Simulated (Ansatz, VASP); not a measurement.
**CuAs: VASP beside Ansatz**

INCAR

```
SYSTEM = CuAs
PREC = Accurate ; ENCUT = 520
EDIFF = 1E-7 ; ISMEAR = 0
SIGMA = 0.15 ; LREAL = .False.
LASPH = .True. ; NELM = 100
ALGO = Normal ; ISIF = 2
LWAVE = .False. ; LCHARG = .False.
GGA = CA ; NBANDS = 24
```

KPOINTS

```
regular mesh
0
Gamma
  12 12 8
  0 0 0
```

The input POSCAR:

```
CuAs
1.0
    3.7796846230      0.0000000000      0.0000000000
   -1.8898423115      3.2733029018      0.0000000000
    0.0000000000      0.0000000000      4.4694000000
Cu As
2 2
Direct
    0.0000000000      0.0000000000      0.5000000000
    0.0000000000      0.0000000000      0.0000000000
    0.6666666667      0.3333333333      0.7500000000
    0.3333333333      0.6666666667      0.2500000000
```

Input for Ansatz:

```yaml
crystal:
  lattice:
    - [3.779684623, 0.0, 0.0]
    - [-1.8898423115, 3.2733029018, 0.0]
    - [0.0, 0.0, 4.4694]
  atoms:
    - { symbol: Cu, position: [0.0, 0.0, 0.5] }
    - { symbol: Cu, position: [0.0, 0.0, 0.0] }
    - { symbol: As, position: [0.6666666667, 0.3333333333, 0.75] }
    - { symbol: As, position: [0.3333333333, 0.6666666667, 0.25] }
basis:
  ecutwfc: 520.0
kpoints:
  mp_grid: { grid: [12, 12, 8] }
hamiltonian:
  xc: lda
scf:
  occupations: { method: gaussian, width: 0.15 }
output:
  forces: true
  stress: true
  eigenvalues: true
```

Alike in both runs: task single point; functional LDA; k mesh 12 × 12 × 8; occupations gaussian, width 0.15 eV; no spin polarisation.

|  | VASP | Ansatz |
| --- | --- | --- |
| version | VASP 6.6.1 | Ansatz 0.2.0 |
| potentials or method | VASP PAW LDA potentials, release 64 (Cu, As) | scalar-relativistic, plane waves, PAW |
| plane-wave cutoff (eV) | 520 | 520 |
| valence electrons in the cell | 32 | 68 |

```csv
,VASP,Ansatz,Ansatz less VASP
gap on the k mesh at the Fermi level (eV),none,none,-
pressure (GPa),14.7,14.0,-0.68
largest component of the traceless stress (GPa),11.05,11.07,+0.020
```

A gap of «none» marks a metal or a gap that the smearing closes. The two sets of potentials don't hold the same shells in valence.
